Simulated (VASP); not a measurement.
These are PBEsol GGA, VASP's PBE PAW potentials (set 64) (plane waves; VASP) values and carry that method's errors.

The input files of a VASP run:

KPOINTS:
```
Automatic mesh
0
Gamma
6 6 5
0 0 0
```

File POSCAR:
```
Se
1.0
  2.1850000000  -3.7845310000   0.0000000000
  2.1850000000   3.7845310000   0.0000000000
  0.0000000000   0.0000000000   4.9500000000
Se
3
direct
  0.0000000000   0.2250000000   0.6666670000
  0.7750000000   0.7750000000   0.0000000000
  0.2250000000   0.0000000000   0.3333330000
```

INCAR:
```
SYSTEM = Se
PREC = Accurate
ENCUT = 520
EDIFF = 1E-6
NELM = 100
ALGO = Normal
LREAL = .FALSE.
LASPH = .TRUE.
ISMEAR = 0
SIGMA = 0.05
GGA = PS
LMAXMIX = 4
LWAVE = .FALSE.
LCHARG = .FALSE.
IBRION = 2
ISIF = 3
NSW = 60
EDIFFG = -0.01
```

POTCAR, in this order: Se (PBE.64 set). Program: vasp_std.

Question: What will the output report for the number of irreducible k-points (NKPTS), largest plane-wave count, number of space-group operations, FFT grid (NGX, NGY, NGZ)?

Answer: 
| Property | Result |
|---|---|
| number of irreducible k-points (NKPTS) | 27 |
| largest plane-wave count | 2221 |
| number of space-group operations | 6 |
| FFT grid (NGX, NGY, NGZ) | 36 × 36 × 40 |

The compound is Se in the trig structure. This run relaxes it. Symmetry was kept, so distortions that lower it aren't found.
